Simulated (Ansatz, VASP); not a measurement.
# Cross-check of H134C6S2N2O65F6 between VASP and Ansatz

One calculation is typed for both programs; each brings its own data sets. How far apart do they land? The cell is taken from a series of runs on this material, whose earlier steps may have relaxed, scaled, displaced or heated it; both programs get it as it stands.

Main program and level: Ansatz 0.2.0; plane waves, with VASP 6.6.1 beside it; RPBE with D3(BJ).

## Step 1: The starting structure

The cell holds 215 atoms: 6 C, 2 N, 134 H, 2 S, 65 O and 6 F. Its edges and angles: a = 13.029 Å, b = 13.029 Å, c = 13.029 Å, α = 90.0°, β = 90.0°, γ = 90.0°.

## Step 2: VASP: single point, RPBE with D3(BJ)

With cell and atoms fixed, the geometry can't cause a difference; cores, projectors, grids and the points listed under the comparison can.

Lines of VASP's logs that name or quote its potential files are left out, and so is its time.

File INCAR:

```
SYSTEM = H134C6S2N2O65F6
PREC = Accurate
ENCUT = 600
EDIFF = 1E-06
NELM = 120
ISMEAR = -1
SIGMA = 0.05
LREAL = Auto
ALGO = Normal
GGA = RP
IVDW = 12
NBANDS = 456
LORBIT = 11
LWAVE = .FALSE.
LCHARG = .FALSE.
ISIF = 2
LASPH = .TRUE.
GGA_COMPAT = .FALSE.
EFERMI = MIDGAP
```

File POSCAR:

```
H134C6S2N2O65F6
1.0
   13.0291600000      0.0000000000      0.0000000000
    0.0000000000     13.0291600000      0.0000000000
    0.0000000000      0.0000000000     13.0291600000
C N H S O F
6 2 134 2 65 6
Direct
    0.8902600000      0.3804800000      0.8556600000
    0.9664600000      0.2721700000      0.9829100000
    0.9246600000      0.4393800000      0.0351700000
    0.0616000000      0.4241800000      0.9097600000
    0.8748600000      0.0436900000      0.1596800000
    0.7658500000      0.7382300000      0.0402100000
    0.9611000000      0.3805400000      0.9427500000
    0.8614300000      0.9093900000      0.0137300000
    0.9023800000      0.4462800000      0.8048900000
    0.8107200000      0.3736900000      0.8795200000
    0.9008400000      0.3113700000      0.8127200000
    0.9927300000      0.2299400000      0.9134200000
    0.0224800000      0.2657800000      0.0414600000
    0.8926500000      0.2413500000      0.0021200000
    0.9341600000      0.5225300000      0.0169400000
    0.9820600000      0.4204100000      0.0981400000
    0.8451200000      0.4210700000      0.0521600000
    0.0483300000      0.5089100000      0.8976800000
    0.1196800000      0.4039800000      0.9650100000
    0.0827100000      0.3964000000      0.8330300000
    0.1867600000      0.9295200000      0.0127500000
    0.1037400000      0.9634500000      0.1003000000
    0.0438300000      0.6936400000      0.9805200000
    0.0538700000      0.7933500000      0.0557900000
    0.5230600000      0.1975200000      0.8833900000
    0.5904500000      0.2204900000      0.7802400000
    0.1667000000      0.2413700000      0.5743400000
    0.1080000000      0.3367800000      0.6305400000
    0.3905200000      0.8453200000      0.2384200000
    0.3102100000      0.7503400000      0.2538400000
[... 179 atom lines left out ...]
    0.9424200000      0.1080400000      0.1125500000
    0.9337900000      0.9765300000      0.2177900000
    0.8200300000      0.1118800000      0.2231400000
    0.7888700000      0.6403100000      0.0102000000
    0.6620200000      0.7453800000      0.0634100000
    0.8141600000      0.7538200000      0.1323200000
```

File KPOINTS:

```
Automatic mesh
0
Gamma
1 1 1
0 0 0
```

The projector-augmented-wave data sets are C, N, H, S, O and F (PBE family, release 64).

Started as:

```bash
> export OMP_NUM_THREADS=3
> mpirun -np 1 vasp_gam
```

Numbers of over 12 decimals in the logs are rounded to 6 here.

The program printed:

```text
[banner, memory and clock lines left out]
running    1 mpi-ranks, on    1 nodes
[...]
Offloading initialized ...    1 GPUs detected
[...]
|                                                                             |
|               ----> ADVICE to this user running VASP <----                  |
|                                                                             |
|     You enforced a specific xc type in the INCAR file but a different       |
|     [... a line on the potential file left out ...]
|     I HOPE YOU KNOW WHAT YOU ARE DOING!                                     |
|                                                                             |

 LDA part: xc-table for (Slater+PW92), standard interpolation
 POSCAR, INCAR and KPOINTS ok, starting setup
[...]
entering main loop
       N       E                     dE             d eps       ncg     rms          rms(c)
DAV:   1     0.543573822455E+04    0.54357E+04   -0.36349E+05   944   0.141E+03
DAV:   2    -0.565636204581E+03   -0.60014E+04   -0.57300E+04  1120   0.332E+02
DAV:   3    -0.113343609149E+04   -0.56780E+03   -0.56328E+03  1120   0.105E+02
DAV:   4    -0.114372292260E+04   -0.10287E+02   -0.10248E+02  1112   0.155E+01
[...]
DAV:  19    -0.104345248665E+04    0.86068E-05   -0.88422E-06   936   0.767E-03    0.446E-03
DAV:  20    -0.104345248556E+04    0.10936E-05   -0.35271E-06  1032   0.455E-03    0.250E-03
DAV:  21    -0.104345248529E+04    0.26741E-06   -0.96474E-07   776   0.189E-03
   1 F= -.10634315E+04 E0= -.10634315E+04  d E =-.135026E-17
```

OUTCAR, selected parts (step 2):

```text
  FREE ENERGIE OF THE ION-ELECTRON SYSTEM (eV)
  ---------------------------------------------------
  free  energy   TOTEN  =     -1063.4315159720 eV

  energy  without entropy=    -1063.4315159720  energy(sigma->0) =    -1063.43151597
```

The run ends at a pressure of -1.99 GPa, with forces up to 3.3 eV/Å.

## Step 3: Ansatz: single point, RPBE with D3(BJ)

Ansatz runs on its default PAW (the set named soft_2) files.

The same cell, functional, mesh and smearing now go to Ansatz, which takes its cutoff from its data sets.

File input.yaml:

```yaml
crystal:
  lattice:
    - [13.02916, 0.0, 0.0]
    - [0.0, 13.02916, 0.0]
    - [0.0, 0.0, 13.02916]
  atoms:
    - { symbol: C, position: [0.89026, 0.38048, 0.85566] }
    - { symbol: "N", position: [0.9611, 0.38054, 0.94275] }
    - { symbol: C, position: [0.96646, 0.27217, 0.98291] }
    - { symbol: C, position: [0.92466, 0.43938, 0.03517] }
    - { symbol: C, position: [0.0616, 0.42418, 0.90976] }
    - { symbol: H, position: [0.90238, 0.44628, 0.80489] }
    - { symbol: H, position: [0.81072, 0.37369, 0.87952] }
    - { symbol: H, position: [0.90084, 0.31137, 0.81272] }
    - { symbol: H, position: [0.99273, 0.22994, 0.91342] }
    - { symbol: H, position: [0.02248, 0.26578, 0.04146] }
    - { symbol: H, position: [0.89265, 0.24135, 0.00212] }
    - { symbol: H, position: [0.93416, 0.52253, 0.01694] }
    - { symbol: H, position: [0.98206, 0.42041, 0.09814] }
    - { symbol: H, position: [0.84512, 0.42107, 0.05216] }
    - { symbol: H, position: [0.04833, 0.50891, 0.89768] }
    - { symbol: H, position: [0.11968, 0.40398, 0.96501] }
    - { symbol: H, position: [0.08271, 0.3964, 0.83303] }
    - { symbol: "N", position: [0.86143, 0.90939, 0.01373] }
    - { symbol: S, position: [0.78378, 0.97901, 0.07221] }
    - { symbol: O, position: [0.71184, 0.93382, 0.1438] }
    - { symbol: O, position: [0.73783, 0.06025, 0.00835] }
    - { symbol: C, position: [0.87486, 0.04369, 0.15968] }
    - { symbol: F, position: [0.94242, 0.10804, 0.11255] }
    - { symbol: F, position: [0.93379, 0.97653, 0.21779] }
    - { symbol: F, position: [0.82003, 0.11188, 0.22314] }
    - { symbol: S, position: [0.80536, 0.83273, 0.94302] }
    - { symbol: O, position: [0.8756, 0.78043, 0.87574] }
    - { symbol: O, position: [0.71594, 0.87406, 0.89092] }
    - { symbol: C, position: [0.76585, 0.73823, 0.04021] }
    - { symbol: F, position: [0.78887, 0.64031, 0.0102] }
    - { symbol: F, position: [0.66202, 0.74538, 0.06341] }
    - { symbol: F, position: [0.81416, 0.75382, 0.13232] }
    - { symbol: O, position: [0.11264, 0.92832, 0.03264] }
    - { symbol: H, position: [0.18676, 0.92952, 0.01275] }
    - { symbol: H, position: [0.10374, 0.96345, 0.1003] }
    - { symbol: O, position: [0.01947, 0.72544, 0.04599] }
    - { symbol: H, position: [0.04383, 0.69364, 0.98052] }
    - { symbol: H, position: [0.05387, 0.79335, 0.05579] }
    - { symbol: O, position: [0.5273, 0.2397, 0.81941] }
    - { symbol: H, position: [0.52306, 0.19752, 0.88339] }
    - { symbol: H, position: [0.59045, 0.22049, 0.78024] }
    - { symbol: O, position: [0.13034, 0.26375, 0.63812] }
    - { symbol: H, position: [0.1667, 0.24137, 0.57434] }
    - { symbol: H, position: [0.108, 0.33678, 0.63054] }
    - { symbol: O, position: [0.37941, 0.7702, 0.22723] }
    - { symbol: H, position: [0.39052, 0.84532, 0.23842] }
    - { symbol: H, position: [0.31021, 0.75034, 0.25384] }
    - { symbol: O, position: [0.24071, 0.14758, 0.17078] }
    - { symbol: H, position: [0.25408, 0.15088, 0.09527] }
    - { symbol: H, position: [0.19874, 0.0853, 0.18663] }
    - { symbol: O, position: [0.14369, 0.89644, 0.63472] }
    - { symbol: H, position: [0.18727, 0.90193, 0.69765] }
    - { symbol: H, position: [0.08275, 0.94258, 0.6417] }
    - { symbol: O, position: [0.60667, 0.97686, 0.30368] }
    - { symbol: H, position: [0.53879, 0.99683, 0.27394] }
    - { symbol: H, position: [0.65283, 0.95198, 0.24764] }
    - { symbol: O, position: [0.91722, 0.27278, 0.33015] }
    - { symbol: H, position: [0.8525, 0.3119, 0.31701] }
    - { symbol: H, position: [0.97531, 0.32198, 0.33993] }
    - { symbol: O, position: [0.19637, 0.61017, 0.21273] }
[... 2 lines left out ...]
    - { symbol: O, position: [0.54242, 0.6341, 0.45236] }
[... 2 lines left out ...]
    - { symbol: O, position: [0.63478, 0.4279, 0.66694] }
[... 2 lines left out ...]
    - { symbol: O, position: [0.51147, 0.89732, 0.94466] }
[... 2 lines left out ...]
    - { symbol: O, position: [0.27823, 0.8692, 0.79459] }
[... 2 lines left out ...]
    - { symbol: O, position: [0.77172, 0.98463, 0.42096] }
[... 2 lines left out ...]
    - { symbol: O, position: [0.99667, 0.06978, 0.63119] }
[... 2 lines left out ...]
    - { symbol: O, position: [0.02643, 0.03778, 0.8678] }
[... 2 lines left out ...]
    - { symbol: O, position: [0.31468, 0.97003, 0.98659] }
[... 2 lines left out ...]
    - { symbol: O, position: [0.61456, 0.86874, 0.70755] }
[... 2 lines left out ...]
    - { symbol: O, position: [0.4881, 0.93751, 0.53645] }
[... 2 lines left out ...]
    - { symbol: O, position: [0.18052, 0.18814, 0.83233] }
[... 2 lines left out ...]
    - { symbol: O, position: [0.38945, 0.39678, 0.77622] }
[... 2 lines left out ...]
    - { symbol: O, position: [0.31733, 0.17979, 0.98118] }
[... 2 lines left out ...]
    - { symbol: O, position: [0.36225, 0.28025, 0.28828] }
[... 2 lines left out ...]
    - { symbol: O, position: [0.03659, 0.09425, 0.38996] }
[... 2 lines left out ...]
    - { symbol: O, position: [0.80766, 0.07658, 0.81769] }
[... 83 lines left out ...]
    - { symbol: O, position: [0.80342, 0.16747, 0.52555] }
[... 2 lines left out ...]
    - { symbol: O, position: [0.4162, 0.13264, 0.6036] }
[... 2 lines left out ...]
    - { symbol: O, position: [0.96705, 0.6391, 0.76277] }
[... 2 lines left out ...]
    - { symbol: O, position: [0.98992, 0.47284, 0.59616] }
[... 2 lines left out ...]
    - { symbol: O, position: [0.45353, 0.7144, 0.74603] }
    - { symbol: H, position: [0.47424, 0.6475, 0.77743] }
    - { symbol: H, position: [0.411, 0.70124, 0.68351] }
    - { symbol: O, position: [0.35315, 0.72398, 0.5345] }
    - { symbol: H, position: [0.41639, 0.69346, 0.50352] }
    - { symbol: H, position: [0.32182, 0.77362, 0.48505] }
    - { symbol: O, position: [0.41901, 0.71361, 0.02996] }
    - { symbol: H, position: [0.4095, 0.73179, 0.10392] }
    - { symbol: H, position: [0.45893, 0.76902, 0.99493] }
    - { symbol: O, position: [0.03075, 0.77109, 0.49625] }
    - { symbol: H, position: [0.0688, 0.83581, 0.51221] }
    - { symbol: H, position: [0.0385, 0.72181, 0.55458] }
kpoints:
  mp_grid: { grid: [1, 1, 1] }
hamiltonian:
  xc: rpbe
  dispersion: d3bj
scf:
  occupations: { method: fermi_dirac, width: 0.05 }
output:
  forces: true
  stress: true
  populations: intrinsic
  dos:
    method: { smearing: { sigma: 0.15 } }
    de: 0.1
    projected: { site_lists: { C: [C], F: [F], H: [H], "N": ["N"], O: [O] } }
  eigenvalues: true
```

Started as:

```bash
> ansatz run input.yaml --threads 4 --pin off --max-ram 8192MiB --backend cpu --events-out ev --progress --plain --runs-dir out
```

The program printed:

```text
Engine: ansatz 0.2.0, aarch64-unknown-linux-gnu
Pseudopotentials: kind: paw
Pseudopotential: C, paw, valence charge 4, recommended cutoff 420 eV (normal), C.paw.azcp
Pseudopotential: N, paw, valence charge 5, recommended cutoff 420 eV (normal), N.paw.azcp
Pseudopotential: H, paw, valence charge 1, recommended cutoff 420 eV (normal), H.paw.azcp
Pseudopotential: S, paw, valence charge 6, recommended cutoff 420 eV (normal), S.paw.azcp
Pseudopotential: O, paw, valence charge 6, recommended cutoff 420 eV (normal), O.paw.azcp
Pseudopotential: F, paw, valence charge 7, recommended cutoff 420 eV (normal), F.paw.azcp
Functional definition: RPBE
  parameter kappa = 0.804
  parameter beta = 0.066725
  exchange = rpbe_x(kappa = kappa, mu = beta*pi^2/3)
  correlation = pbe_c(beta = beta)
Crystal: 215 atoms, lattice volume = 2211.817 Å³
Basis set: ecut = 420 eV, 43387 PW (Γ), exchange–correlation on 180×180×180 points (8 copies of the dense FFT grid, shifted against one another)
Bands: 521, of which v1, the nominal top of the filled ones, is band 306 counted from 1 (305 counted from 0)
Symmetry: 1 space group operations
Space group: P1 (ITA 1), of the structure as read, at distance tolerance 1.3e-4 Å
k-points: 1
Non-local potential: C, projectors of the file, l = 0: 2, l = 1: 2, l = 2: 1
Non-local potential: N, projectors of the file, l = 0: 2, l = 1: 2, l = 2: 1
Non-local potential: H, projectors of the file, l = 0: 2, l = 1: 1
Non-local potential: S, projectors of the file, l = 0: 2, l = 1: 2, l = 2: 2
Non-local potential: O, projectors of the file, l = 0: 2, l = 1: 2, l = 2: 1
Non-local potential: F, projectors of the file, l = 0: 2, l = 1: 2, l = 2: 1
PAW form: soft (Blöchl's): semilocal exchange-correlation on the pseudo side does not see the compensation charge
PAW frozen core: C, regenerated for the run's functional, and the local potential with it (the file was generated under x = pbe(κ = 0.804, μ = 0.219515), c = pbe(β = 0.066725))
PAW frozen core: N, regenerated for the run's functional, and the local potential with it (the file was generated under x = pbe(κ = 0.804, μ = 0.219515), c = pbe(β = 0.066725))
PAW frozen core: S, regenerated for the run's functional, and the local potential with it (the file was generated under x = pbe(κ = 0.804, μ = 0.219515), c = pbe(β = 0.066725))
PAW frozen core: O, regenerated for the run's functional, and the local potential with it (the file was generated under x = pbe(κ = 0.804, μ = 0.219515), c = pbe(β = 0.066725))
PAW frozen core: F, regenerated for the run's functional, and the local potential with it (the file was generated under x = pbe(κ = 0.804, μ = 0.219515), c = pbe(β = 0.066725))
PAW one-centre angular grid: C, 110 points (default); XC on 64 Gauss nodes
PAW one-centre angular grid: N, 110 points (default); XC on 64 Gauss nodes
PAW one-centre angular grid: H, 110 points (default); XC on 64 Gauss nodes
PAW one-centre angular grid: S, 110 points (default); XC on 64 Gauss nodes
PAW one-centre angular grid: O, 110 points (default); XC on 64 Gauss nodes
PAW one-centre angular grid: F, 110 points (default); XC on 64 Gauss nodes
Initial density: superposition of atomic densities (neutral atoms: chi_scale 0, normalization atom), corrected by the library's trained network
Initial wavefunctions: pseudopotential atomic-orbital guess
Functional: x = rpbe, c = pbe(β = 0.066725)
SCF iter   1: F=—  HF=-48137.075992 eV  |F-HF|=—  |Δ(HF+E_count)|=         —  Δρ=5.26e-3  dr2=7.01e-1  ethr=1.77e-3  ⟨swp⟩=5.0  Hψ=2272  notcnv=0  defer=156
preconditioner: auto → Resta (q_TF=auto, 2.202 Å⁻¹)  ε∞=2.2  [insulator: Δε(μ)=4.357 eV  Ē_g=17.495 eV  σ=0.050 eV  W_gap=1.00  n_scr=388 (ndim 8)  ℏωp=19.3 eV  f_vac=0.277  D(μ)=0.00/eV (n_scr^D=0)  ε∞_Penn≈2.2]
SCF iter   2: F=—  HF=-48136.805882 eV  |F-HF|=—  |Δ(HF+E_count)|=   2.70e-1  Δρ=2.64e-3  dr2=1.62e-1  ethr=1.15e-4  ⟨swp⟩=2.0  Hψ=756  notcnv=0  defer=211
SCF iter   3: F=—  HF=-48136.719411 eV  |F-HF|=—  |Δ(HF+E_count)|=   8.65e-2  Δρ=1.41e-3  dr2=5.19e-2  ethr=2.66e-5  ⟨swp⟩=2.0  Hψ=620  notcnv=0  defer=211
SCF iter   4: F=—  HF=-48136.701952 eV  |F-HF|=—  |Δ(HF+E_count)|=   1.75e-2  Δρ=4.17e-4  dr2=5.18e-3  ethr=8.49e-6  ⟨swp⟩=2.0  Hψ=905  notcnv=0  defer=211
SCF iter   5: F=—  HF=-48136.700424 eV  |F-HF|=—  |Δ(HF+E_count)|=   1.53e-3  Δρ=2.32e-4  dr2=1.19e-3  ethr=8.47e-7  ⟨swp⟩=3.0  Hψ=666  notcnv=0  defer=211
SCF iter   6: F=—  HF=-48136.700096 eV  |F-HF|=—  |Δ(HF+E_count)|=   3.28e-4  Δρ=9.57e-5  dr2=2.02e-4  ethr=1.94e-7  ⟨swp⟩=3.0  Hψ=611  notcnv=0  defer=211
SCF iter   7: F=—  HF=-48136.700000 eV  |F-HF|=—  |Δ(HF+E_count)|=   9.67e-5  Δρ=2.53e-5  dr2=1.23e-5  ethr=3.30e-8  ⟨swp⟩=2.0  Hψ=616  notcnv=0  defer=211
[...]
--- intrinsic populations: 215 sites ---
  site symbol       q [e]
     0      C      4.4397
     1      N      4.8922
     2      C      4.4210
     3      C      4.3879
     4      C      4.3960
     5      H      0.7873
     6      H      0.7958
     7      H      0.7829
     8      H      0.8093
     9      H      0.7827
    10      H      0.7822
    11      H      0.8113
    12      H      0.7991
    13      H      0.7882
    14      H      0.8164
    15      H      0.7961
    16      H      0.7852
    17      N      6.0371
    18      S      3.8773
    19      O      6.8455
    20      O      6.8435
    21      C      3.4208
    22      F      7.2628
    23      F      7.2390
[...]
207      H      0.6136
   208      H      0.6166
   209      O      6.7720
   210      H      0.6312
   211      H      0.6159
   212      O      6.7379
   213      H      0.6125
   214      H      0.5974
  spilling = 0.000000 (of n_electrons = 612.000000)
```

## Step 4: Differences

Known differences besides the potentials themselves: the cutoff is 420 eV in Ansatz and 600 eV in VASP (PREC = Accurate, projectors in real space); Ansatz makes its cores anew for this functional, VASP keeps those of its PBE data sets. Total energies have different zeros and are not compared.

The two programs side by side:

```csv
quantity,Ansatz,VASP,difference
pressure (GPa),-1.79,-1.99,+0.20
gap on the k mesh (eV),4.281,4.260,+0.021
```

Forces on 8 of the 215 atoms, those with the largest forces and the largest differences (eV/Å; atoms numbered as in POSCAR):

```csv
atom,"Ansatz x, y, z","VASP x, y, z"
C2,"1.021, -0.538, -3.093","1.021, -0.546, -3.076"
C3,"1.531, 1.463, 0.227","1.524, 1.465, 0.237"
C5,"1.290, 1.737, 2.129","1.006, 1.513, 1.925"
C6,"-1.001, -1.595, 2.410","-0.909, -1.325, 2.112"
S143,"-0.322, 1.927, 1.170","-0.508, 1.863, 1.138"
S144,"0.091, -1.354, -1.834","0.186, -1.256, -2.063"
O147,"0.405, 0.161, 0.175","0.146, 0.351, 0.421"
F211,"-1.993, 0.807, -1.058","-1.804, 0.587, -0.876"
```

The forces differ by 63 meV/Å r.m.s., which is 10.7 % of the r.m.s. force of 0.588 eV/Å (both taken over all components). A gap on the mesh is an upper bound, since the band edges may lie between its points.

## Step 5: What came out

```json
{
 "r.m.s. force difference (single point, RPBE with D3(BJ))": "11 % of the r.m.s. force"
}
```

In words: The r.m.s. force difference is 11 % of the r.m.s. force (single point, RPBE with D3(BJ)), beyond the 3 % picked in this series as the mark of a large difference. What causes the difference of the single point, RPBE with D3(BJ) pair stays open here. Such differences can come from data sets, numerical settings and the points named under the comparisons, not from the functional's error against experiment.

[Lines on the potential files, build, host, timing and source positions are cut from VASP's logs without a mark.]

[Logs are printed without paths, hosts, clocks, repeated set-up lines and the standing remarks that a program may print on its own settings, such as how far it seeks lower states.]

[Hosts, paths, dates, database ids (printed as entryN), source tags and the programs' standing remarks are cut or masked in the printed files.]
